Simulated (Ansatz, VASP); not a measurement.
# Cross-check of SnO2 (Cassiterite) between VASP and Ansatz

Aim: how closely do two programs agree when they are given the same cell, functional and k mesh?

Calculated with Ansatz 0.2.0; plane waves, with VASP 6.6.1 beside it; band structure at PBE, spin-orbit coupling.

## 1. The starting structure

Symmetry: P4_2/mnm, No. 136, tetragonal system. Conventional cell: a = 4.738 Å, b = 4.738 Å, c = 3.187 Å, α = 90.00°, β = 90.00°, γ = 90.00°. Nearest to Sn lie 6 O at 2.05 to 2.06 Å. Nearest to O lie 3 Sn at 2.05 to 2.06 Å. Farther neighbours and most contacts between anions are not listed.

## 2. VASP: band structure, PBE, spin-orbit coupling

The same path points are solved in both programs, so levels can be compared one by one.

Lines of VASP's logs that name or quote its potential files are left out, and so is its time.

File INCAR:

```
SYSTEM = SnO2
PREC = Accurate
ENCUT = 440
EDIFF = 1E-08
NELM = 100
ISMEAR = 0
SIGMA = 0.01
LREAL = .FALSE.
ALGO = Normal
GGA = PE
LNONCOLLINEAR = .TRUE.
MAGMOM = 0 0 0 0 0 0 0 0 0 0 0 0 0 0 0 0 0 0
NBANDS = 64
GGA_COMPAT = .FALSE.
LASPH = .TRUE.
LSORBIT = .TRUE.
LORBIT = 11
LWAVE = .TRUE.
LCHARG = .FALSE.
KPAR = 8
```

File POSCAR:

```
SnO2
1.0
    4.7380000000      0.0000000000      0.0000000000
    0.0000000000      4.7380000000      0.0000000000
    0.0000000000      0.0000000000      3.1865000000
Sn O
2 4
Direct
    0.0000000000      0.0000000000      0.0000000000
    0.5000000000      0.5000000000      0.5000000000
    0.3071000000      0.3071000000      0.0000000000
    0.1929000000      0.8071000000      0.5000000000
    0.6929000000      0.6929000000      0.0000000000
    0.8071000000      0.1929000000      0.5000000000
```

File KPOINTS:

```
Automatic mesh
0
Gamma
4 4 4
0 0 0
```

File KPOINTS_OPT:

```
Line mode
12
Line-mode
Reciprocal
  0.00000000   0.00000000   0.00000000 GAMMA
  0.00000000   0.50000000   0.00000000 X

  0.00000000   0.50000000   0.00000000 X
  0.50000000   0.50000000   0.00000000 M

  0.50000000   0.50000000   0.00000000 M
  0.00000000   0.00000000   0.00000000 GAMMA

  0.00000000   0.00000000   0.00000000 GAMMA
  0.00000000   0.00000000   0.50000000 Z

  0.00000000   0.00000000   0.50000000 Z
  0.00000000   0.50000000   0.50000000 R

  0.00000000   0.50000000   0.50000000 R
  0.50000000   0.50000000   0.50000000 A

  0.50000000   0.50000000   0.50000000 A
  0.00000000   0.00000000   0.50000000 Z

  0.00000000   0.50000000   0.00000000 X
  0.00000000   0.50000000   0.50000000 R

  0.50000000   0.50000000   0.00000000 M
  0.50000000   0.50000000   0.50000000 A
```

The projector-augmented-wave data sets are Sn_d_GW and O_GW (PBE family, release 64).

Run with:

```
$ mpirun -np 8 vasp_ncl
```

Numbers of over 12 decimals in the logs are rounded to 6 here.

Log:

```text
[banner, memory and clock lines left out]
running    8 mpi-ranks, on    1 nodes
 distrk:  each k-point on    1 cores,    8 groups
 distr:  one band on    1 cores,    1 groups

 POSCAR found type information on POSCAR SnO
 POSCAR found :  2 types and       6 ions
|                                                                             |
|           W    W    AA    RRRRR   N    N  II  N    N   GGGG   !!!           |
|           W    W   A  A   R    R  NN   N  II  NN   N  G    G  !!!           |
|           W    W  A    A  R    R  N N  N  II  N N  N  G       !!!           |
|           W WW W  AAAAAA  RRRRR   N  N N  II  N  N N  G  GGG   !            |
|           WW  WW  A    A  R   R   N   NN  II  N   NN  G    G                |
|           W    W  A    A  R    R  N    N  II  N    N   GGGG   !!!           |
|                                                                             |
|     For optimal performance we recommend to set                             |
|       NCORE = 2 up to number-of-cores-per-socket                            |
|     NCORE specifies how many cores store one orbital (NPAR=cpu/NCORE).      |
|     This setting can greatly improve the performance of VASP for DFT.       |
|     The default, NCORE=1 might be grossly inefficient on modern             |
|     multi-core architectures or massively parallel machines. Do your        |
|     Unfortunately you need to use the default for GW and RPA                |
|     calculations (for HF NCORE is supported but not extensively tested      |
|     yet).                                                                   |
|                                                                             |

 LDA part: xc-table for (Slater+PW92), standard interpolation
 POSCAR, INCAR and KPOINTS ok, starting setup
 FFT: planning ... GRIDC
 FFT: planning ... GRID_SOFT
 FFT: planning ... GRID
 WAVECAR not read
 entering main loop
       N       E                     dE             d eps       ncg     rms          rms(c)
DAV:   1     0.807946182413E+03    0.80795E+03   -0.15910E+04  4112   0.995E+03
DAV:   2     0.251774498468E+03   -0.55617E+03   -0.51710E+03  4288   0.225E+03
DAV:   3     0.979071928078E+00   -0.25080E+03   -0.24206E+03  4608   0.670E+02
DAV:   4    -0.379955407356E+02   -0.38975E+02   -0.38486E+02  4344   0.327E+02
DAV:   5    -0.433315253183E+02   -0.53360E+01   -0.53121E+01  4384   0.162E+02    0.287E+01
DAV:   6    -0.370538448565E+02    0.62777E+01   -0.22188E+01  4456   0.282E+02    0.142E+01
DAV:   7    -0.374211886596E+02   -0.36734E+00   -0.50587E+00  4320   0.300E+01    0.130E+01
DAV:   8    -0.374200402165E+02    0.11484E-02   -0.53099E-01  4336   0.304E+01    0.254E+00
DAV:   9    -0.374066936784E+02    0.13347E-01   -0.95562E-02  4352   0.209E+01    0.856E-01
DAV:  10    -0.374079609978E+02   -0.12673E-02   -0.13148E-02  3912   0.157E+00    0.931E-01
DAV:  11    -0.374077861739E+02    0.17482E-03   -0.12937E-03  4416   0.144E+00    0.426E-01
DAV:  12    -0.374077569932E+02    0.29181E-04   -0.73896E-04  4560   0.134E+00    0.299E-02
DAV:  13    -0.374077730888E+02   -0.16096E-04   -0.16542E-04  4560   0.197E-01    0.525E-02
DAV:  14    -0.374077728512E+02    0.23761E-06   -0.39299E-06  4464   0.784E-02    0.331E-02
DAV:  15    -0.374077724432E+02    0.40796E-06   -0.10771E-06  4384   0.593E-02    0.139E-02
DAV:  16    -0.374077724697E+02   -0.26425E-07   -0.31657E-07  4384   0.280E-02    0.627E-03
DAV:  17    -0.374077725397E+02   -0.70052E-07   -0.14541E-08  2280   0.120E-02    0.281E-03
DAV:  18    -0.374077725874E+02   -0.47638E-07   -0.10956E-07  3136   0.634E-03    0.269E-04
DAV:  19    -0.374077726205E+02   -0.33147E-07   -0.37958E-08  2560   0.350E-03    0.840E-04
DAV:  20    -0.374077726052E+02    0.15305E-07   -0.29520E-09  1888   0.194E-03    0.594E-04
DAV:  21    -0.374077726074E+02   -0.22237E-08   -0.22376E-09  1840   0.308E-03
   1 F= -.37407773E+02 E0= -.37407773E+02  d E =-.421254E-76  mag=    -0.0000     0.0000    -0.0000
 Start KPOINTS_OPT (optional k-point list driver)
k-point batch [1-18\108]
       N       E                     dE             ncg
DAV:   1     0.827834663225E+04    0.38211E+03     4144
DAV:   2    -0.147624682136E+04   -0.97546E+04     4232
DAV:   3    -0.592340894774E+04   -0.44472E+04     4608
DAV:   4    -0.668235313969E+04   -0.75894E+03     4304
DAV:   5    -0.680051989596E+04   -0.11817E+03     4360
DAV:   6    -0.680855788728E+04   -0.80380E+01     4056
DAV:   7    -0.680953905739E+04   -0.98117E+00     4224
DAV:   8    -0.680961114370E+04   -0.72086E-01     4040
DAV:   9    -0.680961918717E+04   -0.80435E-02     4200
DAV:  10    -0.680961954921E+04   -0.36204E-03     4120
DAV:  11    -0.680961957698E+04   -0.27771E-04     4144
DAV:  12    -0.680961958027E+04   -0.32907E-05     3520
DAV:  13    -0.680961958067E+04   -0.39543E-06     2560
DAV:  14    -0.680961958071E+04   -0.47393E-07     2280
DAV:  15    -0.680961958072E+04   -0.76443E-08     2016
[...]
k-point batch [91-108\108]
       N       E                     dE             ncg
DAV:   1     0.804681196325E+04   -0.19137E+05     4144
DAV:   2    -0.164635812514E+04   -0.96932E+04     4216
DAV:   3    -0.607337483475E+04   -0.44270E+04     4600
DAV:   4    -0.682661229153E+04   -0.75324E+03     4328
DAV:   5    -0.693690611639E+04   -0.11029E+03     4328
DAV:   6    -0.694436530758E+04   -0.74592E+01     4040
DAV:   7    -0.694528038220E+04   -0.91507E+00     4256
DAV:   8    -0.694535889216E+04   -0.78510E-01     4000
DAV:   9    -0.694536645152E+04   -0.75594E-02     4168
DAV:  10    -0.694536732370E+04   -0.87218E-03     4080
DAV:  11    -0.694536751292E+04   -0.18922E-03     4152
DAV:  12    -0.694536751636E+04   -0.34424E-05     3344
DAV:  13    -0.694536751674E+04   -0.37538E-06     2576
DAV:  14    -0.694536751678E+04   -0.43929E-07     2224
DAV:  15    -0.694536751678E+04   -0.28003E-08     2032
 writing wavefunctions
```

OUTCAR, selected parts (step 2):

```text
ion  position               nearest neighbor table
   1  0.000  0.000  0.000-   4 2.05   6 2.05   4 2.05   6 2.05   5 2.06   3 2.06
   2  0.500  0.500  0.500-   3 2.05   5 2.05   3 2.05   5 2.05   4 2.06   6 2.06
   3  0.307  0.307  0.000-   2 2.05   2 2.05   1 2.06
   4  0.193  0.807  0.500-   1 2.05   1 2.05   2 2.06
   5  0.693  0.693  0.000-   2 2.05   2 2.05   1 2.06
   6  0.807  0.193  0.500-   1 2.05   1 2.05   2 2.06

  LATTYP: Found a simple tetragonal cell.
 ALAT       =     4.7380000000
 C/A-ratio  =     0.6725411566

 Subroutine GETGRP returns: Found 16 space group operations
 (whereof  8 operations were pure point group operations)

The static configuration has the point symmetry D_2h.
 The point group associated with its full space group is D_4h.

 Found     18 irreducible k-points:

   k-points           NKPTS =     18   k-points in BZ     NKDIM =     18   number of bands    NBANDS=     64

   dimension x,y,z NGX =    32 NGY =   32 NGZ =   24
   dimension x,y,z NGXF=    64 NGYF=   64 NGZF=   48

   ENCUT  =  440.0 eV  32.34 Ry    5.69 a.u.   8.10  8.10  5.45*2*pi/ulx,y,z

   NELECT =      52.0000    total number of electrons

 k-points in reciprocal lattice and weights: Automatic mesh
   0.00000000  0.00000000  0.00000000       0.016
   0.25000000  0.00000000  0.00000000       0.062
   0.50000000  0.00000000  0.00000000       0.031
   0.25000000  0.25000000  0.00000000       0.062
   0.50000000  0.25000000  0.00000000       0.062
   0.50000000  0.50000000  0.00000000       0.016
   0.00000000  0.00000000  0.25000000       0.031
   0.25000000  0.00000000  0.25000000       0.125
   0.50000000  0.00000000  0.25000000       0.062
[...]
0.50000000  0.25000000  0.50000000       0.062
   0.50000000  0.50000000  0.50000000       0.016

 average (electrostatic) potential at core
       1 -74.8523       2 -74.8523       3 -69.6281       4 -69.6281       5 -69.6281
       6 -69.6281

 E-fermi :   4.4756

 k-point     1 :       0.0000    0.0000    0.0000
  band No.  band energies     occupation
    ...
     48       3.5555      1.00000
     49       3.5806      1.00000
     50       3.5806      1.00000
     51       4.3465      1.00000
     52       4.3465      1.00000
     53       5.6142      0.00000
     54       5.6142      0.00000
     55      10.4965      0.00000
     56      10.4965      0.00000
     57      10.5753      0.00000
    ...

 k-point     2 :       0.2500    0.0000    0.0000
  band No.  band energies     occupation
    ...
     48       3.1562      1.00000
     49       3.6079      1.00000
     50       3.6079      1.00000
     51       4.0598      1.00000
     52       4.0598      1.00000
     53       6.9057      0.00000
     54       6.9057      0.00000
     55      10.0322      0.00000
     56      10.0322      0.00000
     57      10.9186      0.00000
    ...

 k-point     3 :       0.5000    0.0000    0.0000
  band No.  band energies     occupation
    ...
     48       3.1604      1.00000
     49       3.7116      1.00000
     50       3.7116      1.00000
     51       3.7116      1.00000
     52       3.7116      1.00000
     53       8.7819      0.00000
     54       8.7819      0.00000
     55       8.7819      0.00000
     56       8.7819      0.00000
     57      11.4165      0.00000
    ...

  Total        2.7727354      2.7727354      4.2304472     -0.0000000      0.0000000      0.0000000
  in kB       62.1033422     62.1033422     94.7529696     -0.0000000      0.0000000      0.0000000
  external PRESSURE =      72.9865514 kB  Pullay stress =       0.0000000 kB

  energy-cutoff  :      440.00
  volume of cell :       71.53
      direct lattice vectors                 reciprocal lattice vectors
     4.738000000  0.000000000  0.000000000     0.211059519  0.000000000  0.000000000
     0.000000000  4.738000000  0.000000000     0.000000000  0.211059519  0.000000000
     0.000000000  0.000000000  3.186500000     0.000000000  0.000000000  0.313823945

 POSITION                                       TOTAL-FORCE (eV/Angst)
 -----------------------------------------------------------------------------------
      0.00000      0.00000      0.00000         0.000000     -0.000000      0.000000
      2.36900      2.36900      1.59325         0.000000     -0.000000      0.000000
      1.45504      1.45504      0.00000        -0.195428     -0.195428     -0.000000
      0.91396      3.82404      1.59325         0.195428     -0.195428     -0.000000
      3.28296      3.28296      0.00000         0.195428      0.195428      0.000000
      3.82404      0.91396      1.59325        -0.195428      0.195428      0.000000
 -----------------------------------------------------------------------------------
    total drift:                                0.000000     -0.000000     -0.000000

  FREE ENERGIE OF THE ION-ELECTRON SYSTEM (eV)
  ---------------------------------------------------
  free  energy   TOTEN  =       -37.4077726074 eV

  energy  without entropy=      -37.4077726074  energy(sigma->0) =      -37.40777261

 Spin-Orbit-Coupling matrix elements
 Ion:    1  E_soc:     -0.1245287
 Ion:    2  E_soc:     -0.1245287
 Ion:    3  E_soc:     -0.0003730
 Ion:    4  E_soc:     -0.0003730
 Ion:    5  E_soc:     -0.0003730
 Ion:    6  E_soc:     -0.0003730

 total charge
# of ion       s       p       d       f       tot
--------------------------------------------------
    1        0.786   0.991  10.491   0.186  12.455
    2        0.786   0.991  10.491   0.186  12.455
    3        1.543   3.482   0.000   0.000   5.024
    4        1.543   3.482   0.000   0.000   5.024
    5        1.543   3.482   0.000   0.000   5.024
    6        1.543   3.482   0.000   0.000   5.024
--------------------------------------------------
tot          7.743  15.907  20.983   0.372  45.006

 magnetization (x)
# of ion       s       p       d       f       tot
--------------------------------------------------
    1        0.000   0.000   0.000   0.000   0.000
    2        0.000   0.000   0.000   0.000   0.000
    3        0.000   0.000   0.000   0.000   0.000
    4        0.000   0.000   0.000   0.000   0.000
    5        0.000   0.000   0.000   0.000   0.000
    6        0.000   0.000   0.000   0.000   0.000
--------------------------------------------------
tot          0.000   0.000   0.000   0.000   0.000

 magnetization (y)
# of ion       s       p       d       f       tot
--------------------------------------------------
    1        0.000   0.000   0.000   0.000   0.000
    2        0.000   0.000   0.000   0.000   0.000
    3        0.000   0.000   0.000   0.000   0.000
    4        0.000   0.000   0.000   0.000   0.000
    5        0.000   0.000   0.000   0.000   0.000
    6        0.000   0.000   0.000   0.000   0.000
--------------------------------------------------
tot          0.000   0.000   0.000   0.000   0.000

 magnetization (z)
# of ion       s       p       d       f       tot
--------------------------------------------------
    1       -0.000   0.000  -0.000   0.000  -0.000
    2       -0.000   0.000   0.000   0.000  -0.000
    3        0.000   0.000   0.000   0.000   0.000
    4        0.000   0.000   0.000   0.000   0.000
    5        0.000   0.000   0.000   0.000   0.000
    6        0.000   0.000   0.000   0.000   0.000
--------------------------------------------------
tot         -0.000   0.000  -0.000   0.000  -0.000

[... 3 further parts left out ...]
```

The run ends at a pressure of 7.30 GPa, with forces up to 0.28 eV/Å.

(Continued in part 2 of 2.)

[Lines on the potential files, build, host, timing and source positions are cut from VASP's logs without a mark.]

[Logs are printed without paths, hosts, clocks, repeated set-up lines and the standing remarks that a program may print on its own settings, such as how far it seeks lower states.]

[Hosts, paths, dates, database ids (printed as entryN), source tags and the programs' standing remarks are cut or masked in the printed files.]
